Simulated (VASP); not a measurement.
An input for Quantum ESPRESSO's pw.x (written as the equivalent of a VASP run, and not itself run):

```
&CONTROL
  calculation = 'vc-relax'
  pseudo_dir = './pseudo'
  outdir = './out'
  tprnfor = .true.
  tstress = .true.
  nstep = 40
  forc_conv_thr = 0.00078
/
&SYSTEM
  ibrav = 0
  nat = 2
  ntyp = 1
  ecutwfc = 78
  occupations = 'smearing'
  smearing = 'methfessel-paxton'
  degauss = 0.00735
  input_dft = 'pbe'
/
&ELECTRONS
  conv_thr = 7.3e-08
  electron_maxstep = 100
/
&IONS
/
&CELL
  press = 450
/
ATOMIC_SPECIES
  Sc 44.956 Sc.upf
CELL_PARAMETERS angstrom
     1.4918197   -2.5839074    0.0000000
     1.4918197    2.5839074    0.0000000
     0.0000000    0.0000000    4.5968615
ATOMIC_POSITIONS crystal
  Sc   0.3333330  0.6666670  0.2500000
  Sc   0.6666670  0.3333330  0.7500000
K_POINTS automatic
  14 14 8 0 0 0
```

Q: Translate this input to VASP (INCAR, KPOINTS, POSCAR, choice of POTCAR).

A: One answer among several that fit: 
INCAR:
```
! general
SYSTEM =Sc
PREC   =Accurate
ENCUT  =500
LREAL  =F
LASPH  =T

! electronic loop
EDIFF  =1E-6
NELM   =100
ALGO   =Normal
LMAXMIX=4

! smearing
ISMEAR =1
SIGMA  =0.1

! functional
GGA    =PE

! ions
IBRION =2
NSW    =40
ISIF   =3
EDIFFG =-0.02
PSTRESS=450

! output
LWAVE  =F
LCHARG =F
```

File KPOINTS:
```
Automatic mesh
0
Gamma
14 14 8
0 0 0
```

### POSCAR
```
Sc
1.0
  1.4918197117  -2.5839074061   0.0000000000
  1.4918197117   2.5839074061   0.0000000000
  0.0000000000   0.0000000000   4.5968614664
Sc
2
direct
  0.3333330000   0.6666670000   0.2500000000
  0.6666670000   0.3333330000   0.7500000000
```

POTCAR, in this order: Sc_sv (PBE.64 set). Program: vasp_std.

What does not carry over: the potentials are each code's own (VASP's PAW set, PseudoDojo norm-conserving files in pw.x), so ENCUT and ecutwfc are chosen apart and not converted; conv_thr bounds pw.x's estimated SCF error, while EDIFF bounds the energy change between steps; forc_conv_thr acts on force components and is met together with etot_conv_thr.

The compound is Sc in the hcp structure. This run relaxes it under an external pressure of 45 GPa. Symmetry was kept, so distortions that lower it aren't found.
